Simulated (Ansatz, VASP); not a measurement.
**Cross-check of Sn between VASP and Ansatz**

Aim: how closely do two programs agree when they are given the same cell, functional and k mesh? The cell is taken from a series of runs on this material, whose earlier steps may have relaxed, scaled, displaced or heated it; both programs get it as it stands.

Method: plane waves, with VASP 6.6.1 beside it; zone-centre phonons at LDA, in Ansatz 0.2.0.

## 1. Set-up

It takes space group R-3m (No. 166, trigonal). Conventional cell: a = 4.623 Å, b = 4.623 Å, c = 11.140 Å, α = 90.00°, β = 90.00°, γ = 120.00°. Nearest to Sn lie 4 Sn at 2.81 to 2.82 Å.

## 2. VASP: zone-centre phonons, LDA

Second derivatives magnify differences that forces hide, and they need a tight electronic threshold.

Lines of VASP's logs that name or quote its potential files are left out, and so is its time.

INCAR

```
SYSTEM = Sn
PREC = Accurate
ENCUT = 500
EDIFF = 1E-08
NELM = 120
ISMEAR = 1
SIGMA = 0.2
LREAL = .FALSE.
ALGO = Normal
GGA = CA
NBANDS = 20
LORBIT = 11
LWAVE = .FALSE.
LCHARG = .FALSE.
ISIF = 2
IBRION = 8
LASPH = .TRUE.
GGA_COMPAT = .FALSE.
KPAR = 2
```

POSCAR

```
Sn
1.0
   -0.0354232171      3.2336738649      3.2336738649
    3.2336738649     -0.0354232171      3.2336738649
    3.2336738649      3.2336738649     -0.0354232171
Sn
2
Direct
    0.4990154049      0.4990154049      0.4990154049
    0.7509845951      0.7509845951      0.7509845951
```

KPOINTS

```
Automatic mesh
0
Gamma
12 12 12
0 0 0
```

Potentials, in the order of the species: Sn_d (LDA family, release 64).

Command:

```
> mpirun -np 2 vasp_std
```

Numbers of over 12 decimals in the logs are rounded to 6 here.

What it wrote:

```text
[banner, memory and clock lines left out]
running    2 mpi-ranks, on    1 nodes
 distrk:  each k-point on    1 cores,    2 groups
 distr:  one band on    1 cores,    1 groups

 POSCAR found type information on POSCAR Sn
 POSCAR found :  1 types and       2 ions
 LDA part: xc-table for (Slater(with rela. corr.)+CA(PZ))
 , standard interpolation
 POSCAR, INCAR and KPOINTS ok, starting setup
 FFT: planning ... GRIDC
 FFT: planning ... GRID_SOFT
 FFT: planning ... GRID
 WAVECAR not read
 entering main loop
       N       E                     dE             d eps       ncg     rms          rms(c)
DAV:   1     0.223253528937E+03    0.22325E+03   -0.14801E+04  7632   0.200E+03
DAV:   2     0.151022265051E+02   -0.20815E+03   -0.20428E+03  7596   0.442E+02
DAV:   3    -0.827055408139E+01   -0.23373E+02   -0.23230E+02  8648   0.144E+02
DAV:   4    -0.903664259970E+01   -0.76609E+00   -0.76564E+00  8536   0.296E+01
DAV:   5    -0.906317675524E+01   -0.26534E-01   -0.26533E-01 10404   0.538E+00    0.327E+00
DAV:   6    -0.897963256426E+01    0.83544E-01   -0.41856E-02  9536   0.226E+00    0.184E+00
DAV:   7    -0.893837090487E+01    0.41262E-01   -0.60646E-02  7928   0.224E+00    0.146E-01
DAV:   8    -0.893891594140E+01   -0.54504E-03   -0.53526E-03  8676   0.831E-01    0.530E-02
DAV:   9    -0.893900111532E+01   -0.85174E-04   -0.17851E-04  9896   0.100E-01    0.151E-02
DAV:  10    -0.893900232256E+01   -0.12072E-05   -0.14830E-05  9856   0.446E-02    0.382E-03
DAV:  11    -0.893900271534E+01   -0.39278E-06   -0.12468E-06  8412   0.751E-03    0.168E-03
DAV:  12    -0.893900270914E+01    0.62023E-08   -0.89363E-08  8968   0.233E-03
   1 F= -.89390027E+01 E0= -.89389070E+01  d E =-.286988E-03
 Linear response reoptimize wavefunctions to high precision
DAV:   1    -0.893900271167E+01   -0.25307E-08   -0.95579E-09  7144   0.820E-04
DAV:   2    -0.893900271176E+01   -0.96406E-10   -0.12082E-09  5152   0.333E-04
DAV:   3    -0.893900271179E+01   -0.25466E-10   -0.26799E-10  4536   0.178E-04
 Linear response DOF=           1
 Linear response progress:
  Degree of freedom:   1/  1
       N       E                     dE             d eps       ncg     rms          rms(c)
RMM:   1    -0.216508242002E+00   -0.21651E+00    0.59315E-01 23882   0.102E+01
RMM:   2    -0.223375273637E+00   -0.68670E-02   -0.20256E-02 33358   0.118E+00    0.695E-02
RMM:   3    -0.223553182381E+00   -0.17791E-03   -0.16695E-03 34989   0.329E-01    0.321E-02
RMM:   4    -0.223466984151E+00    0.86198E-04   -0.11744E-04 34955   0.991E-02    0.109E-02
RMM:   5    -0.223462561613E+00    0.44225E-05   -0.16271E-05 35682   0.327E-02    0.388E-03
RMM:   6    -0.223464890866E+00   -0.23293E-05   -0.21589E-06 35289   0.969E-03    0.177E-03
RMM:   7    -0.223465004534E+00   -0.11367E-06   -0.31222E-07 35208   0.350E-03    0.364E-04
RMM:   8    -0.223462816761E+00    0.21878E-05   -0.25629E-08 36056   0.129E-03    0.237E-04
RMM:   9    -0.223461632732E+00    0.11840E-05   -0.33367E-08 36233   0.524E-04    0.387E-05
RMM:  10    -0.223461937056E+00   -0.30432E-06   -0.12907E-07 37524   0.242E-04    0.333E-05
RMM:  11    -0.223461829772E+00    0.10728E-06   -0.16645E-08 36715   0.134E-04    0.839E-06
RMM:  12    -0.223461818410E+00    0.11361E-07   -0.43802E-08 38780   0.866E-05    0.544E-06
RMM:  13    -0.223461803315E+00    0.15095E-07    0.48483E-09 38786   0.655E-05    0.198E-06
RMM:  14    -0.223461793113E+00    0.10202E-07   -0.91841E-09 42611   0.560E-05    0.920E-07
RMM:  15    -0.223461779789E+00    0.13324E-07   -0.30838E-09 42021   0.515E-05    0.632E-07
RMM:  16    -0.223461784743E+00   -0.49546E-08   -0.93158E-09 36713   0.489E-05    0.472E-07
 first order change of Fermi-energy  -0.15143E+00
 force on displaced ion       1 direction 1 :  -7.226  -0.057  -0.057
 Linear response finished
```

OUTCAR, selected parts (step 2):

```text
ion  position               nearest neighbor table
   1  0.499  0.499  0.499-   2 2.81   2 2.82   2 2.82   2 2.82
   2  0.751  0.751  0.751-   1 2.81   1 2.82   1 2.82   1 2.82

  LATTYP: Found a trigonal (rhomboedric) cell.
 ALAT       =     4.5732426279
 COS(alpha) =     0.4890161784

 Subroutine GETGRP returns: Found 12 space group operations
 (whereof  6 operations were pure point group operations)

The static configuration has the point symmetry C_3v.
 The point group associated with its full space group is D_3d.

 Found    189 irreducible k-points:

   k-points           NKPTS =    189   k-points in BZ     NKDIM =    189   number of bands    NBANDS=     20

   dimension x,y,z NGX =    36 NGY =   36 NGZ =   36
   dimension x,y,z NGXF=    72 NGYF=   72 NGZF=   72

   ENCUT  =  500.0 eV  36.75 Ry    6.06 a.u.   8.34  8.34  8.34*2*pi/ulx,y,z

   NELECT =      28.0000    total number of electrons

 k-points in reciprocal lattice and weights: Automatic mesh
   0.00000000  0.00000000  0.00000000       0.001
   0.08333333 -0.00000000  0.00000000       0.003
   0.16666667  0.00000000 -0.00000000       0.003
   0.25000000  0.00000000 -0.00000000       0.003
   0.33333333 -0.00000000 -0.00000000       0.003
   0.41666667  0.00000000 -0.00000000       0.003
   0.50000000  0.00000000 -0.00000000       0.002
   0.08333333  0.08333333  0.00000000       0.003
   0.16666667  0.08333333  0.00000000       0.007
[...]
-0.41666667  0.50000000  0.41666667       0.003
   0.50000000  0.50000000  0.50000000       0.001

 average (electrostatic) potential at core
       1-101.4517       2-101.4517

  Total       -0.2520056     -0.2520056     -0.2520056      0.1275092      0.1275092      0.1275092
  in kB       -5.8738678     -5.8738678     -5.8738678      2.9720468      2.9720468      2.9720468
  external PRESSURE =      -5.8738678 kB  Pullay stress =       0.0000000 kB

  energy-cutoff  :      500.00
  volume of cell :       68.74
      direct lattice vectors                 reciprocal lattice vectors
    -0.035423217  3.233673865  3.233673865    -0.152105087  0.153789774  0.153789774
     3.233673865 -0.035423217  3.233673865     0.153789774 -0.152105087  0.153789774
     3.233673865  3.233673865 -0.035423217     0.153789774  0.153789774 -0.152105087

 POSITION                                       TOTAL-FORCE (eV/Angst)
 -----------------------------------------------------------------------------------
      3.20963      3.20963      3.20963        -0.000107     -0.000107     -0.000107
      4.83028      4.83028      4.83028         0.000107      0.000107      0.000107
 -----------------------------------------------------------------------------------
    total drift:                               -0.000000     -0.000000     -0.000000

 Eigenvectors and eigenvalues of the dynamical matrix
 ----------------------------------------------------

   1 f  =    5.497287 THz    34.540476 2PiTHz  183.369773 cm-1    22.734944 meV
             X         Y         Z           dx          dy          dz
      3.209629  3.209629  3.209629     0.408248    0.408248    0.408248
      4.830276  4.830276  4.830276    -0.408248   -0.408248   -0.408248

   2 f  =    5.433395 THz    34.139028 2PiTHz  181.238551 cm-1    22.470706 meV
             X         Y         Z           dx          dy          dz
      3.209629  3.209629  3.209629     0.288675    0.288675   -0.577350
      4.830276  4.830276  4.830276    -0.288675   -0.288675    0.577350

   3 f  =    5.433395 THz    34.139028 2PiTHz  181.238551 cm-1    22.470706 meV
             X         Y         Z           dx          dy          dz
      3.209629  3.209629  3.209629     0.500000   -0.500000    0.000000
      4.830276  4.830276  4.830276    -0.500000    0.500000    0.000000

   4 f  =    0.000000 THz     0.000000 2PiTHz    0.000002 cm-1     0.000000 meV
             X         Y         Z           dx          dy          dz
      3.209629  3.209629  3.209629     0.493650   -0.506229   -0.006402
      4.830276  4.830276  4.830276     0.493650   -0.506229   -0.006402

   5 f  =    0.000000 THz     0.000000 2PiTHz    0.000002 cm-1     0.000000 meV
             X         Y         Z           dx          dy          dz
      3.209629  3.209629  3.209629     0.506248    0.493507    0.012806
      4.830276  4.830276  4.830276     0.506248    0.493507    0.012806

   6 f/i=    0.000000 THz     0.000000 2PiTHz    0.000000 cm-1     0.000000 meV
             X         Y         Z           dx          dy          dz
      3.209629  3.209629  3.209629     0.004700    0.013524   -0.706962
      4.830276  4.830276  4.830276     0.004700    0.013524   -0.706962

 ELASTIC MODULI CONTR FROM IONIC RELAXATION (kBar)
 Direction    XX          YY          ZZ          XY          YZ          ZX
 --------------------------------------------------------------------------------
 XX          -0.2935     -0.2649     -0.2649     -3.4866     -6.0140     -3.7410
 YY          -0.2649     -0.2935     -0.2649     -3.7410     -3.4866     -6.0140
 ZZ          -0.2649     -0.2649     -0.2935     -6.0140     -3.7410     -3.4866
 XY          -3.4866     -3.7410     -6.0140   -206.1477     -3.4166     -3.4166
 YZ          -6.0140     -3.4866     -3.7410     -3.4166   -206.1477     -3.4166
 ZX          -3.7410     -6.0140     -3.4866     -3.4166     -3.4166   -206.1477
 --------------------------------------------------------------------------------
```

## 3. Ansatz: zone-centre phonons, LDA

Ansatz runs on its PAW soft_1 files.

The same cell, functional (in two slightly different forms), mesh and smearing now go to Ansatz, which takes its cutoff from its data sets.

input.yaml

```yaml
crystal:
  lattice:
    - [-0.0354232171, 3.2336738649, 3.2336738649]
    - [3.2336738649, -0.0354232171, 3.2336738649]
    - [3.2336738649, 3.2336738649, -0.0354232171]
  atoms:
    - { symbol: Sn, position: [0.4990154049, 0.4990154049, 0.4990154049] }
    - { symbol: Sn, position: [0.7509845951, 0.7509845951, 0.7509845951] }
kpoints:
  mp_grid: { grid: [12, 12, 12] }
hamiltonian:
  xc: lda
  pseudopotentials: { kind: paw, azcp: { folder: soft_1 }, xc_functional: pbe }
scf:
  occupations: { method: methfessel_paxton, width: 0.2 }
output:
  eigenvalues: true
phonons:
  method: dfpt
```

Command:

```
> ansatz run input.yaml --threads 4 --pin off --max-ram 10240MiB --backend cpu --events-out ev --progress --plain --runs-dir out
```

What it wrote:

```text
Engine: ansatz 0.2.0, x86_64-unknown-linux-gnu
Pseudopotentials: kind: paw
Pseudopotential: Sn, paw, valence charge 14, recommended cutoff 420 eV (normal), soft_1/Sn.paw.azcp
Functional definition: SPW92
  exchange = slater_x
  correlation = pw_c
Crystal: 2 atoms, lattice volume = 68.738 Å³
Basis set: ecut = 420 eV, 1351 PW (Γ), exchange–correlation on 64×64×64 points (8 copies of the dense FFT grid, shifted against one another)
Bands: 18, of which v1, the nominal top of the filled ones, is band 14 counted from 1 (13 counted from 0)
Symmetry: 12 space group operations
k-points: 476 of 1728 (irreducible under 2 space group operations, time reversal used)
Non-local potential: Sn, projectors of the file, l = 0: 2, l = 1: 2, l = 2: 2, l = 3: 1
PAW form: soft (Blöchl's): semilocal exchange-correlation on the pseudo side does not see the compensation charge
PAW frozen core: Sn, regenerated for the run's functional, and the local potential with it (the file was generated under x = pbe(κ = 0.804, μ = 0.219515), c = pbe(β = 0.066725))
PAW one-centre angular grid: Sn, 590 points (default); XC on 64 Gauss nodes
Initial density: superposition of atomic densities (chi_scale 0.1, normalization cell)
Initial wavefunctions: pseudopotential atomic-orbital guess
Functional: x = slater, c = lda
SCF iter   1: F=—  HF=-11759.272913 eV  |F-HF|=—  |Δ(HF+E_count)|=         —  Δρ=2.22e-2  dr2=3.81e-1  ethr=3.10e-3  ⟨swp⟩=5.6  Hψ=44213  notcnv=0
preconditioner: auto → Kerker (q_TF=auto, 2.349 Å⁻¹)  [metal: Δε(μ)=0.019 eV  Ē_g=19.912 eV  σ=0.200 eV  W_gap=0.08  n_scr=14 (ndim 8)  ℏωp=23.7 eV  f_vac=0.005  D(μ)=0.16/eV (n_scr^D=0)]
SCF iter   2: F=—  HF=-11759.197212 eV  |F-HF|=—  |Δ(HF+E_count)|=   7.57e-2  S|Δr|=    0.00e0  Δρ=1.41e-2  dr2=1.79e-1  ethr=1.36e-3  ⟨swp⟩=1.0  Hψ=12376  notcnv=0
SCF iter   3: F=—  HF=-11759.147710 eV  |F-HF|=—  |Δ(HF+E_count)|=   4.95e-2  S|Δr|=    0.00e0  Δρ=3.08e-3  dr2=1.75e-2  ethr=6.40e-4  ⟨swp⟩=1.3  Hψ=9135  notcnv=0
SCF iter   4: F=—  HF=-11759.145234 eV  |F-HF|=—  |Δ(HF+E_count)|=   2.48e-3  S|Δr|=    0.00e0  Δρ=1.55e-3  dr2=3.02e-3  ethr=6.26e-5  ⟨swp⟩=2.0  Hψ=10389  notcnv=0
SCF iter   5: F=—  HF=-11759.145409 eV  |F-HF|=—  |Δ(HF+E_count)|=   1.75e-4  S|Δr|=    0.00e0  Δρ=2.65e-4  dr2=5.75e-5  ethr=1.08e-5  ⟨swp⟩=2.0  Hψ=10486  notcnv=0
SCF iter   6: F=—  HF=-11759.145428 eV  |F-HF|=—  |Δ(HF+E_count)|=   1.91e-5  S|Δr|=    0.00e0  Δρ=5.12e-5  dr2=1.51e-6  ethr=2.05e-7  ⟨swp⟩=2.0  Hψ=10513  notcnv=0
SCF iter   7: F=—  HF=-11759.145432 eV  |F-HF|=—  |Δ(HF+E_count)|=   3.21e-6  S|Δr|=    0.00e0  Δρ=9.06e-6  dr2=5.18e-8  ethr=5.38e-9  ⟨swp⟩=3.0  Hψ=15320  notcnv=0
SCF iter   8: F=—  HF=-11759.145432 eV  |F-HF|=—  |Δ(HF+E_count)|=   6.59e-8  S|Δr|=    0.00e0  Δρ=2.30e-6  dr2=6.15e-9  ethr=1.85e-10  ⟨swp⟩=3.0  Hψ=15648  notcnv=0
SCF iter   9: F=—  HF=-11759.145432 eV  |F-HF|=—  |Δ(HF+E_count)|=  9.24e-10  S|Δr|=    0.00e0  Δρ=7.87e-7  dr2=9.68e-10  ethr=2.20e-11  ⟨swp⟩=3.0  Hψ=15875  notcnv=0
SCF iter  10: F=—  HF=-11759.145432 eV  |F-HF|=—  |Δ(HF+E_count)|=  9.28e-11  S|Δr|=    0.00e0  Δρ=3.37e-7  dr2=1.23e-10  ethr=3.46e-12  ⟨swp⟩=2.0  Hψ=9346  notcnv=0
SCF iter  11: F=-11759.145432 eV  HF=-11759.145432 eV  |F-HF|=1.82e-12  |Δ(HF+E_count)|=  2.18e-11  S|Δr|=    0.00e0  Δρ=7.39e-8  dr2=5.36e-12  ethr=1.00e-12  ⟨swp⟩=5.8  Hψ=40991  notcnv=0
SCF 1 converged in 11 iterations: F = -11759.145432 eV  dr2 = 5.36e-12
  greatest PAW one-centre occupation: 0.992 electrons in one spin orbital (limit 2), on the Sn atom at site 1 (counted from 0), in its partial waves of l = 2
DFPT response loops at Γ: preconditioner auto → Kerker (q_TF=auto, 2.349 Å⁻¹) (partly filled bands, converged f_vac=0.085); β = 1.00, the filter's whole step (`scf.mixing.beta` (0.50) is not read by the response loops under this deck's `scf.mixing.preconditioner`; to damp them name `kerker` or `kerker_dos`, under which they read `scf.mixing.beta`, and type it under 1.00, their step now; both keys bind the ground state too); Broyden in place of MSR1
SCF converged after 11 iterations
Stability not checked: this state was not tested for a lower state beside it, because cold or Methfessel-Paxton smearing, or corrected tetrahedra, fill the levels in a way that the test cannot read (fill_not_monotonic; see scf.lower_state_search)
Free energy (F): -11759.145432 eV
Harris-Foulkes:  -11759.145432 eV  (|F-HF|=1.82e-12)
Internal energy: -11759.145155 eV  (E = F + TS)
E sigma→0 (E₀):  -11759.145363 eV
Entropy (-TS):   -0.000276 eV (-0.138 meV/atom)
Fermi energy:    7.447713 eV
Step filling:    the computed levels leave a gap of 0.0298 eV = 0.1 smearing widths at the electron count; against every level under it full and every level over it empty, smearing changes F+E_penalty+E_count by -0.205 meV and its σ→0 estimate by -0.135 meV
--- Per-component energies (eV) ---
  E_band       = -256.460038
  E_kinetic    = 338.912436
  E_local      = -2636.907555  (includes V_loc(G=0)·N_el)
  E_nonlocal   = 298.945541
  E_hartree    = 1278.370976
  E_xc         = -249.902692
  E_vxc        = -162.168252  (∫ρ·V_xc dr)
  E_paw        = -8451.288245  (= ΣΔE_a)
  E_vpaw       = -651.984670  (= ΣTr[D̂ρ^β])
  E_aug_tail   = 0.000546  (compensation charges beyond the density's cutoff)
  E_ewald      = -2338.125945
  E_core_change = 0.849782  (= ΣΔE_core)
  E_smearing   = -0.000276  (= −TS)
  E_closure    = -0.000000  (closes the sum)
  Σ components = -11759.145432   (vs F -11759.145432, Δ=0.00e0)
--- Band table (eV; the first three rows and the last of 476) ---
  k-point 0: bands = [... 10 lower, -3.1534, 6.5683, 7.5150, 7.5150, 7.6504, 9.5924, 9.5924, 9.6948]
  k-point 1: bands = [... 10 lower, -3.0872, 5.7631, 7.3796, 7.4942, 7.8980, 9.7703, 9.8503, 9.8852]
  k-point 2: bands = [... 10 lower, -2.8913, 4.5433, 7.0892, 7.1901, 7.9372, 10.1534, 10.2197, 10.7329]
  k-point 475: bands = [... 10 lower, -1.4935, 1.1683, 6.2983, 6.2983, 7.1941, 10.6381, 10.6381, 12.9373]
--- Phonons (Γ-DFPT): 1 representative perturbation + reference, on 476 of 1728 k-points (Σ response iterations 3) ---
  k mesh reduced under 2 symmetry operations, with k and −k counted as one. Each operation leaves every solved perturbation unchanged. A smaller set is not used because it would not reduce the number of displacements times k-points to solve
  ASR residual: 6.851e-6 → 0.000e0 eV/Å²; symmetrization residual: 4.505e-12 eV/Å²
  ASR residual per site (eV/Å²): 6.85e-6 6.85e-6
  Γ frequencies (cm⁻¹): 0.00 0.00 0.00 180.42 180.42 182.60
  non-analytic LO–TO correction: not included (Born effective charges unavailable; polar crystals: no LO–TO splitting at Γ)
```

Reading the cycles: dr2 is the Hartree energy of the density residual (eV), the measure of convergence; HF is the Harris–Foulkes estimate of the energy, which meets the free energy F at convergence.

## 4. Side by side

Known differences besides the potentials themselves: the two LDA forms differ slightly; the cutoff is 420 eV in Ansatz and 500 eV in VASP; VASP's log shows a relativistic correction to its local exchange, Ansatz's none. Total energies have different zeros and are not compared.

The two programs side by side:

```csv
quantity,Ansatz,VASP,difference
optical mode 1 to 2 (cm⁻¹),180.4,181.2,-0.45 %
optical mode 3 (cm⁻¹),182.6,183.4,-0.42 %
```

Modes are paired by rising frequency, not by their patterns, so a pair may set unlike modes beside each other; they are those without the splitting of longitudinal modes.

## 5. Outcome

```
r.m.s. difference of the optical zone-centre modes, each program's sorted by frequency (zone-centre phonons, LDA) : 0.80 cm⁻¹
```

**Reading.** The r.m.s. difference of the optical zone-centre modes, each program's sorted by frequency is 0.80 cm⁻¹ (zone-centre phonons, LDA). Such differences can come from data sets, numerical settings and the points named under the comparisons, not from the functional's error against experiment.

[Lines on the potential files, build, host, timing and source positions are cut from VASP's logs without a mark.]

[Logs are printed without paths, hosts, clocks, repeated set-up lines and the standing remarks that a program may print on its own settings, such as how far it seeks lower states.]

[Hosts, paths, dates, database ids (printed as entryN), source tags and the programs' standing remarks are cut or masked in the printed files.]
